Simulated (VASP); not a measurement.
Runs of VASP 6.6.1 on Si2W. The structure is tetragonal, space group I4/mmm (No. 139). Conventional cell: a = 3.205 Å, b = 3.205 Å, c = 7.819 Å, α = 90.00°, β = 90.00°, γ = 90.00°. Around Si (site symmetry 4mm) lie 5 Si at 2.59 to 2.62 Å and 5 W at 2.61 to 2.62 Å. W (site symmetry 4/mmm) has 10 Si at 2.61 to 2.62 Å as nearest neighbours. The cell is a database's computed one.

```tsv
k mesh	cutoff (eV)	smearing	gap on the mesh (eV)	pressure (GPa)
18 × 18 × 18	700	gaussian 0.1 eV	none	0.0
28 × 28 × 28	520	gaussian 0.1 eV	none	-0.1
18 × 18 × 18	520	gaussian 0.5 eV	none	(a)
18 × 18 × 18	900	gaussian 0.1 eV	none	0.0
```

Alike in all rows: task single point; level PBEsol; potentials or basis VASP PAW PBE potentials, release 64 (Si, W_sv); no spin polarisation; cell as given.

Q: Fill in the values left out.

A: (a) 0.2.

Caveats: the PAW data sets were made with another functional, which shifts forces and pressure a little.

A k mesh can miss the band edges, and the runs leave out spin-orbit coupling on W.

A gap of «none» marks a metal or a gap under the smearing width.
